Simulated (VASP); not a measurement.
The system is CSe2.

```
CELL_PARAMETERS angstrom
3.56977 -2.99478 0.00000
3.56977 2.99478 0.00000
0.00000 0.00000 9.46265
ATOMIC_POSITIONS crystal
Se 0.21242 0.78758 0.87938
Se 0.78758 0.21242 0.12061
Se 0.28758 0.71242 0.37938
Se 0.71242 0.28758 0.62062
C 0.00000 0.00000 0.00000
C 0.50000 0.50000 0.50000
```

The cell comes from a database or a generator and needn't be the stable form of this composition.

| Item | Value |
| --- | --- |
| Program | VASP 6.6.1 |
| Task | single point |
| Functional | PBE |
| Potentials or basis | VASP PAW PBE potentials, release 64 (Se, C) |
| Cutoff | 520 eV |
| k mesh | 6 × 6 × 3 |
| Occupations | fermi-dirac, width 0.05 eV |
| Spin | no spin polarisation |

On this cell: pressure 0.2 GPa; largest force 0.053 eV/Å; band gap on the k mesh 2.35 eV, indirect (least direct gap 2.46 eV).

The same run follows on a disturbed copy (atoms moved at random, drawn with an rms of 0.05 Å):

```
Se C
1.0
     3.56977   -2.99478    0.00000
     3.56977    2.99478    0.00000
     0.00000    0.00000    9.46265
Se C
4 2
Direct
  0.21687 0.78520 0.88523
  0.79281 0.20972 0.11748
  0.29851 0.72139 0.37651
  0.71529 0.28240 0.61915
  0.00182 0.98463 0.99933
  0.49675 0.50484 0.49341
```

Task: What does the disturbed cell give?

Result: The energy moves by +31.5 meV/atom; pressure 1.1 GPa; largest force 3.472 eV/Å; band gap on the k mesh 2.37 eV, indirect (least direct gap 2.50 eV).

Forces in eV/Å, atoms in the order of the input:
```
Se  -0.032 -1.938 -1.701
Se  -0.116 -0.045  0.003
Se  -0.001  1.121 -1.007
Se  -0.017  1.455 -1.301
C    0.148  1.987  1.684
C    0.018 -2.581  2.322
```

Stress tensor (GPa, compression positive):
```
 0.33 -0.04 -0.09
-0.04  1.78  2.03
-0.09  2.03  1.33
```

Caveats: an odd mesh through Γ misses points on the zone boundary, where band edges often lie.
